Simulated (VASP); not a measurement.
These are r2SCAN+rVV10, VASP's PBE PAW potentials (set 64) (plane waves; VASP 6.6.1) values and carry that method's errors.

A VASP calculation is set up with these files.

**POSCAR**
```
HgTe
1.0
  0.0000000000   3.2235000000   3.2235000000
  3.2235000000   0.0000000000   3.2235000000
  3.2235000000   3.2235000000   0.0000000000
Te Hg
1 1
Cart
  1.6117500000   1.6117500000   1.6117500000
  0.0000000000   0.0000000000   0.0000000000
```

**INCAR**
```
SYSTEM = HgTe
PREC = Accurate
ENCUT = 400
EDIFF = 1E-6
NELM = 100
ALGO = Normal
LREAL = .FALSE.
LASPH = .TRUE.
ISMEAR = 0
SIGMA = 0.05
METAGGA = R2SCAN
LUSE_VDW = .TRUE.
BPARAM = 11.95
CPARAM = 0.0093
LMIXTAU = .TRUE.
LMAXMIX = 6
LWAVE = .FALSE.
LCHARG = .FALSE.
IBRION = 2
ISIF = 3
NSW = 60
EDIFFG = -0.01
```

### KPOINTS
```
K-points
0
gamma
7 7 7
0 0 0
```

POTCAR, in this order: Te Hg (PBE.64 set). Program: vasp_std.

Energy and stress use the plane-wave basis of the starting cell. Unless said otherwise, spin-orbit coupling is left out, though it shifts the bands of the heavy elements here.

Problem. What does the run give for the energy per atom (σ→0), volume per atom, band gap (on the k-mesh)?

Solution. 
- energy per atom (σ→0): -37.311 eV/atom
- band gap (on the k-mesh): none (metal, semimetal or under 0.01 eV)
- volume per atom: 34.94 Å^3/atom

### OSZICAR
```
...
DAV:   4    -0.746175771403E+02    0.52334E-02   -0.78935E-03   520   0.882E-01    0.843E-02
DAV:   5    -0.746221020445E+02   -0.45249E-02   -0.31321E-03   520   0.683E-01    0.620E-02
DAV:   6    -0.746217690901E+02    0.33295E-03   -0.56967E-04   520   0.266E-01    0.306E-02
DAV:   7    -0.746221473210E+02   -0.37823E-03   -0.49558E-04   520   0.270E-01    0.145E-02
DAV:   8    -0.746222471275E+02   -0.99807E-04   -0.11420E-04   520   0.125E-01    0.106E-02
DAV:   9    -0.746222687283E+02   -0.21601E-04   -0.16118E-05   540   0.425E-02    0.862E-03
DAV:  10    -0.746222683069E+02    0.42138E-06   -0.18934E-06   458   0.179E-02
   3 F= -.74622268E+02 E0= -.74622156E+02  d E =-.176845E-01
```

The structure comes from a measured HgTe entry (F-43m) of the Crystallography Open Database, whose conditions weren't checked. This run relaxes it. Symmetry was kept, so distortions that lower it aren't found.
